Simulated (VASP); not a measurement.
These are PBE GGA, VASP's PBE PAW potentials (set 64) (plane waves; VASP) values and carry that method's errors.

VASP input:

### POSCAR
```
Cd
1
    1.3936863345    -2.4139567395     0.0000000000
    1.3936863345     2.4139567395    -0.0000000000
    0.0000000000    -0.0000000000     4.6998250256
Cd
2
Direct
  0.3333330000   0.6666670000   0.2500000000
  0.6666670000   0.3333330000   0.7500000000
```

**KPOINTS**
```
Automatic mesh
0
gamma
 15 15 8
0 0 0
```

### INCAR
```
EDIFFG  =  -0.02   ! ionic stop
LASPH  =  .TRUE.
LWAVE  =  .FALSE.
NSW  =  40
ISIF  =  3   ! ions, shape and volume
LREAL  =  .FALSE.   ! projection in real space or not
LMAXMIX  =  4   ! l cut-off of mixed one-centre charges
PREC  =  Accurate
ENCUT  =  500
IBRION  =  2   ! conjugate gradients
LCHARG  =  .FALSE.
GGA  =  PE   ! PBE
NELM  =  100
ALGO  =  Normal
PSTRESS  =  450   ! kbar
SIGMA  =  0.1   ! width (eV)
ISMEAR  =  1
SYSTEM  =  Cd
EDIFF  =  1E-6
```

POTCAR, in this order: Cd (PBE.64 set). Program: vasp_std.

Output

**OSZICAR**
```
       N       E                     dE             d eps       ncg     rms          rms(c)
DAV:   1     0.172078984859E+03    0.17208E+03   -0.13832E+04  4328   0.157E+03
DAV:   2     0.249514754175E+01   -0.16958E+03   -0.16682E+03  4392   0.389E+02
DAV:   3    -0.386861886645E+00   -0.28820E+01   -0.28784E+01  5376   0.611E+01
DAV:   4    -0.390014172764E+00   -0.31523E-02   -0.31522E-02  4992   0.172E+00
DAV:   5    -0.390021977325E+00   -0.78046E-05   -0.78039E-05  5392   0.860E-02    0.110E+01
DAV:   6    -0.209590816161E+00    0.18043E+00   -0.39424E-01  4656   0.946E+00    0.736E+00
DAV:   7    -0.187582338284E+00    0.22008E-01   -0.81216E-02  5512   0.376E+00    0.164E+00
DAV:   8    -0.184900875642E+00    0.26815E-02   -0.13761E-02  4736   0.178E+00    0.133E-01
DAV:   9    -0.184919346117E+00   -0.18470E-04   -0.63307E-05  5472   0.765E-02    0.669E-02
DAV:  10    -0.184950376633E+00   -0.31031E-04   -0.19847E-05  4968   0.540E-02    0.231E-02
DAV:  11    -0.184948603275E+00    0.17734E-05   -0.15487E-06  3520   0.187E-02    0.393E-03
DAV:  12    -0.184948376587E+00    0.22669E-06   -0.39698E-08  2608   0.190E-03
   1 F= 0.86969979E+01 E0= 0.86970872E+01  d E =0.869700E+01
       N       E                     dE             d eps       ncg     rms          rms(c)
DAV:   1    -0.240417575258E+00   -0.55469E-01   -0.35304E+00  4576   0.177E+01    0.143E+00
DAV:   2    -0.192370535162E+00    0.48047E-01   -0.35305E-02  4576   0.291E+00    0.785E-01
DAV:   3    -0.169987923166E+00    0.22383E-01   -0.32446E-02  4712   0.208E+00    0.246E-01
DAV:   4    -0.170155211650E+00   -0.16729E-03   -0.35564E-03  4928   0.806E-01    0.128E-01
DAV:   5    -0.170145096985E+00    0.10115E-04   -0.82809E-05  5056   0.139E-01    0.396E-02
DAV:   6    -0.170142215350E+00    0.28816E-05   -0.18148E-05  5016   0.646E-02    0.488E-03
DAV:   7    -0.170142344977E+00   -0.12963E-06   -0.43156E-07  2488   0.849E-03
   2 F= 0.86872888E+01 E0= 0.86874439E+01  d E =-.970911E-02
       N       E                     dE             d eps       ncg     rms          rms(c)
DAV:   1    -0.178305796440E+00   -0.81636E-02   -0.11298E+00  4560   0.101E+01    0.809E-01
DAV:   2    -0.163141118313E+00    0.15165E-01   -0.11324E-02  4592   0.170E+00    0.445E-01
DAV:   3    -0.156098175650E+00    0.70429E-02   -0.97699E-03  4688   0.116E+00    0.141E-01
DAV:   4    -0.156128870617E+00   -0.30695E-04   -0.11418E-03  4928   0.443E-01    0.733E-02
DAV:   5    -0.156126116027E+00    0.27546E-05   -0.24494E-05  4960   0.753E-02    0.203E-02
DAV:   6    -0.156125627953E+00    0.48807E-06   -0.59182E-06  4712   0.373E-02
   3 F= 0.86860310E+01 E0= 0.86860149E+01  d E =-.109669E-01
       N       E                     dE             d eps       ncg     rms          rms(c)
DAV:   1    -0.163652227721E+00   -0.75261E-02   -0.11705E-01  4536   0.324E+00    0.263E-01
DAV:   2    -0.162065038699E+00    0.15872E-02   -0.12262E-03  4552   0.568E-01    0.145E-01
DAV:   3    -0.161331825183E+00    0.73321E-03   -0.10026E-03  4680   0.369E-01    0.464E-02
DAV:   4    -0.161330499155E+00    0.13260E-05   -0.11851E-04  5040   0.139E-01    0.243E-02
DAV:   5    -0.161330251111E+00    0.24804E-06   -0.24534E-06  3728   0.239E-02
   4 F= 0.86858458E+01 E0= 0.86857689E+01  d E =-.111521E-01
       N       E                     dE             d eps       ncg     rms          rms(c)
DAV:   1    -0.160199170444E+00    0.11313E-02   -0.79950E-03  4528   0.846E-01    0.687E-02
DAV:   2    -0.160090058415E+00    0.10911E-03   -0.82217E-05  4608   0.147E-01    0.377E-02
DAV:   3    -0.160040666673E+00    0.49392E-04   -0.68897E-05  4664   0.971E-02    0.121E-02
DAV:   4    -0.160041196404E+00   -0.52973E-06   -0.81678E-06  4904   0.369E-02
   5 F= 0.86858303E+01 E0= 0.86857598E+01  d E =-.111676E-01
       N       E                     dE             d eps       ncg     rms          rms(c)
DAV:   1    -0.206624840139E+00   -0.46584E-01   -0.11914E-01  4320   0.503E+00    0.524E-01
DAV:   2    -0.201006378168E+00    0.56185E-02   -0.13514E-02  4408   0.185E+00    0.204E-01
DAV:   3    -0.200552961632E+00    0.45342E-03   -0.83744E-04  5216   0.403E-01    0.155E-01
DAV:   4    -0.200449311416E+00    0.10365E-03   -0.86439E-05  4624   0.870E-02    0.143E-02
DAV:   5    -0.200448795835E+00    0.51558E-06   -0.24726E-06  4040   0.198E-02
   6 F= 0.86861551E+01 E0= 0.86861111E+01  d E =0.324780E-03
       N       E                     dE             d eps       ncg     rms          rms(c)
DAV:   1    -0.171812212433E+00    0.28637E-01   -0.78303E-02  4320   0.406E+00    0.421E-01
DAV:   2    -0.168071528853E+00    0.37407E-02   -0.90008E-03  4400   0.151E+00    0.160E-01
DAV:   3    -0.167785816134E+00    0.28571E-03   -0.55886E-04  5248   0.328E-01    0.121E-01
DAV:   4    -0.167745501203E+00    0.40315E-04   -0.58883E-05  4632   0.725E-02    0.110E-02
DAV:   5    -0.167745677661E+00   -0.17646E-06   -0.20454E-06  3656   0.196E-02
   7 F= 0.86858095E+01 E0= 0.86857433E+01  d E =-.208236E-04
```

File OUTCAR:
```
------------------------ aborting loop because EDIFF is reached ----------------------------------------
  FORCE on cell =-STRESS in cart. coord.  units (eV):
  Direction    XX          YY          ZZ          XY          YZ          ZX
  --------------------------------------------------------------------------------------
  Total        8.8741433      8.8744194      8.8715204      0.0000000     -0.0000000      0.0000000
  in kB      451.0464358    451.0604657    450.9131169      0.0000000     -0.0000000      0.0000000
  external PRESSURE =       1.0066728 kB  Pullay stress =     450.0000000 kB
  volume of cell :       31.52
      direct lattice vectors                 reciprocal lattice vectors
     1.408314310 -2.439309875 -0.000000000     0.355034381 -0.204976008  0.000000000
     1.408314310  2.439309875  0.000000000     0.355034381  0.204976008  0.000000000
    -0.000000000  0.000000000  4.587955584     0.000000000 -0.000000000  0.217962005
 POSITION                                       TOTAL-FORCE (eV/Angst)
 -----------------------------------------------------------------------------------
      1.40831      0.81310      1.14699        -0.000000      0.000000     -0.000000
      1.40831     -0.81310      3.44097         0.000000     -0.000000      0.000000
 -----------------------------------------------------------------------------------
    total drift:                               -0.000000      0.000140      0.000003
  FREE ENERGIE OF THE ION-ELECTRON SYSTEM (eV)
  ---------------------------------------------------
  free  energy   TOTEN  =        -0.1677456777 eV

  energy  without entropy=       -0.1679444000  energy(sigma->0) =       -0.16781192
  enthalpy is  TOTEN    =         8.6858094963 eV   P V=        8.8535551739

 reached required accuracy - stopping structural energy minimisation
```
(Selected blocks of OUTCAR.)

CONTCAR:
```
Cd
   1.00000000000000
     1.4083143101802809   -2.4393098749355486   -0.0000000000000000
     1.4083143101802809    2.4393098749355486    0.0000000000000000
    -0.0000000000000000    0.0000000000000000    4.5879555841335797
  Cd
     2
Direct
     0.3333330000000032    0.6666669999999968    0.2500000000000000
     0.6666669999999968    0.3333330000000032    0.7500000000000000
```

The compound is Cd in the hcp structure. This run relaxes it under an external pressure of 45 GPa. Symmetry was kept, so distortions that lower it aren't found.
